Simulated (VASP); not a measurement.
Given:

```
GeSe2
1.0
    5.70451     0.00000     0.00000
    0.00000     4.57650     0.00000
    0.00000     0.00000    10.01250
Ge Se
4 8
Direct
  0.63792   0.25000   0.62430
  0.13792   0.25000   0.87570
  0.36208   0.75000   0.37570
  0.86208   0.75000   0.12430
  0.56454   0.25000   0.88195
  0.06454   0.25000   0.61805
  0.43546   0.75000   0.11805
  0.93546   0.75000   0.38195
  0.56698   0.25000   0.36425
  0.06698   0.25000   0.13575
  0.43302   0.75000   0.63575
  0.93302   0.75000   0.86425
```

All values below come from PBEsol GGA, VASP's PBE PAW potentials (set 64) (plane waves; VASP). Run with 400 eV cut-off, 6×8×4 Γ-centred mesh, tetrahedra with Blöchl corrections, potentials Ge_d Se.

What does the run give for the energy per atom (σ→0), band gap (on the k-mesh) with the smallest direct gap where there is one?

```yaml
band gap (on the k-mesh): none (metal, semimetal or under 0.01 eV)
energy per atom (σ→0): -4.253 eV/atom
```

Total energies compare only between runs with the same potentials, cut-off and functional.

The structure was generated: GeSe2 was put into the cotunnite type (Pnma), which need not be its known phase. It was relaxed first, which changed the volume by +25 %.
